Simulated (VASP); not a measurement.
A run of VASP 6.6.1:

Contents of INCAR:

```
SYSTEM = Ag3F
PREC = Accurate
ENCUT = 600
EDIFF = 1E-7
ISMEAR = -1
SIGMA = 0.05
LREAL = .FALSE.
LASPH = .TRUE.
NELM = 100
ALGO = Normal
ISIF = 3
LWAVE = .FALSE.
LCHARG = .FALSE.
GGA = B5
ALDAX = 1.0
AGGAX = 1.0
AGGAC = 1.0
ALDAC = 0.0
IVDW = 11
VDW_S6 = 1.0
VDW_S8 = 1.682
VDW_SR = 1.094
VDW_SR8 = 1.0
IBRION = 2
NSW = 60
EDIFFG = -0.02
```

KPOINTS

```
Automatic mesh
0
G
  5 5 5
  0 0 0
```

POSCAR

```
Ag3F
1.0
    0.0000000000      3.2160900000      3.2160900000
    3.2160900000      0.0000000000      3.2160900000
    3.2160900000      3.2160900000      0.0000000000
Ag F
3 1
Direct
    0.2500000000      0.2500000000      0.2500000000
    0.7500000000      0.7500000000      0.7500000000
    0.5000000000      0.5000000000      0.5000000000
    0.0000000000      0.0000000000      0.0000000000
```

Potentials or basis: VASP PAW PBE potentials, release 64 (Ag, F).

Command:

```sh
$ cat potpaw_PBE.64/Ag/POTCAR potpaw_PBE.64/F/POTCAR > POTCAR
$ mpirun -np 1 vasp_std > vasp.out
```

Hardware: 1 thread of AMD EPYC 9R45 96-Core Processor (Zen 5), with other jobs on the host.

Q: Estimate the wall time of this run.

A: It took 68 s on 1 thread of AMD EPYC 9R45 96-Core Processor (Zen 5), on a shared host, peak memory 0.2 GiB. Counts: scf iterations 25, k points 10, ion steps 2.
